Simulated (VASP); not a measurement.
Ag₂S (relaxed from the CdI2 structure, space group P-3m1): computed properties

Calculation: PBEsol GGA, VASP's PBE PAW potentials (set 64) (plane waves; VASP).

| Item | Value |
|---|---|
| space group | P-3m1 (164) |
| cell | a = b = 4.0837 Å, c = 3.7053 Å, α = β = 90.00°, γ = 120.00° |
| volume per atom | 17.84 Å³/atom |
| band gap (over mesh and band path) | none (metal, semimetal or under 0.01 eV) |
| density | 7.69 g/cm³ |

```xyz
3
Lattice="4.0837 0.0000 0.0000 -2.0419 3.5366 0.0000 0.0000 0.0000 3.7053" Properties=species:S:1:pos:R:3 pbc="T T T"
S      2.0419     3.5366     3.7053
Ag     0.0000     2.3577     1.0574
Ag     2.0419     1.1789     2.6479
```

The structure was generated: Ag2S was put into the CdI2 type (P-3m1), which need not be its known phase. It was relaxed first, which changed the volume by -17 %. Symmetry was kept, so distortions that lower it aren't found.
